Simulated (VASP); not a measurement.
Data:

```
CELL_PARAMETERS angstrom
      0.00000     2.71550     2.71550
      2.71550     0.00000     2.71550
      2.71550     2.71550     0.00000
ATOMIC_POSITIONS crystal
  Si 0.00000 0.00000 0.00000
  Si 0.25000 0.25000 0.25000
```

The numbers are results of G0W0 on PBE orbitals, VASP's PBE PAW potentials (set 64) (plane waves; VASP 6.6.1), not measurements. Numerical set-up: PREC = Normal, 350 eV cut-off, 6×6×6 Γ-centred mesh, Gaussian smearing of 0.010 eV, potentials Si_GW.

The mesh is coarse and the basis finite, so the quasiparticle values are not converged.

NBANDS = 128, ENCUTGW = 180 eV, NOMEGA = 64. The PBE levels (eV) that the step starts from are:

```tsv
state	KS energy	filling
k1 (0.00, 0.00, 0.00), band 1	-6.49	2
k1 (0.00, 0.00, 0.00), band 2	5.47	2
k1 (0.00, 0.00, 0.00), band 3	5.47	2
k1 (0.00, 0.00, 0.00), band 4	5.47	2
k1 (0.00, 0.00, 0.00), band 5	8.03	0
k1 (0.00, 0.00, 0.00), band 6	8.03	0
k1 (0.00, 0.00, 0.00), band 7	8.03	0
k1 (0.00, 0.00, 0.00), band 8	8.83	0
k7 (0.50, 0.17, 0.00), band 1	-4.00	2
k7 (0.50, 0.17, 0.00), band 2	-1.14	2
k7 (0.50, 0.17, 0.00), band 3	2.69	2
k7 (0.50, 0.17, 0.00), band 4	3.69	2
k7 (0.50, 0.17, 0.00), band 5	7.51	0
k7 (0.50, 0.17, 0.00), band 6	9.58	0
k7 (0.50, 0.17, 0.00), band 7	10.09	0
k7 (0.50, 0.17, 0.00), band 8	11.89	0
k12 (-0.33, 0.33, 0.00), band 1	-3.23	2
k12 (-0.33, 0.33, 0.00), band 2	-1.30	2
k12 (-0.33, 0.33, 0.00), band 3	1.05	2
k12 (-0.33, 0.33, 0.00), band 4	3.36	2
k12 (-0.33, 0.33, 0.00), band 5	7.03	0
k12 (-0.33, 0.33, 0.00), band 6	11.27	0
k12 (-0.33, 0.33, 0.00), band 7	11.94	0
k12 (-0.33, 0.33, 0.00), band 8	12.55	0
```

Give the quasiparticle energies and renormalisation factors Z.

| state | QP energy (eV) | Z |
|---|---|---|
| k1 (0.00, 0.00, 0.00), band 1 | -6.87 | 0.64 |
| k1 (0.00, 0.00, 0.00), band 2 | 4.96 | 0.76 |
| k1 (0.00, 0.00, 0.00), band 3 | 4.96 | 0.76 |
| k1 (0.00, 0.00, 0.00), band 4 | 4.96 | 0.76 |
| k1 (0.00, 0.00, 0.00), band 5 | 8.15 | 0.75 |
| k1 (0.00, 0.00, 0.00), band 6 | 8.15 | 0.75 |
| k1 (0.00, 0.00, 0.00), band 7 | 8.15 | 0.75 |
| k1 (0.00, 0.00, 0.00), band 8 | 9.06 | 0.75 |
| k7 (0.50, 0.17, 0.00), band 1 | -4.43 | 0.68 |
| k7 (0.50, 0.17, 0.00), band 2 | -1.61 | 0.69 |
| k7 (0.50, 0.17, 0.00), band 3 | 2.17 | 0.73 |
| k7 (0.50, 0.17, 0.00), band 4 | 3.15 | 0.74 |
| k7 (0.50, 0.17, 0.00), band 5 | 7.56 | 0.76 |
| k7 (0.50, 0.17, 0.00), band 6 | 9.67 | 0.74 |
| k7 (0.50, 0.17, 0.00), band 7 | 10.20 | 0.74 |
| k7 (0.50, 0.17, 0.00), band 8 | 11.93 | 0.73 |
| k12 (-0.33, 0.33, 0.00), band 1 | -3.67 | 0.69 |
| k12 (-0.33, 0.33, 0.00), band 2 | -1.76 | 0.69 |
| k12 (-0.33, 0.33, 0.00), band 3 | 0.51 | 0.71 |
| k12 (-0.33, 0.33, 0.00), band 4 | 2.80 | 0.74 |
| k12 (-0.33, 0.33, 0.00), band 5 | 7.06 | 0.77 |
| k12 (-0.33, 0.33, 0.00), band 6 | 11.27 | 0.74 |
| k12 (-0.33, 0.33, 0.00), band 7 | 12.05 | 0.72 |
| k12 (-0.33, 0.33, 0.00), band 8 | 12.63 | 0.73 |
On the mesh the gap opens from 0.71 to 1.20 eV.

The compound is Si in the diamond structure. The cell was not relaxed at this level.
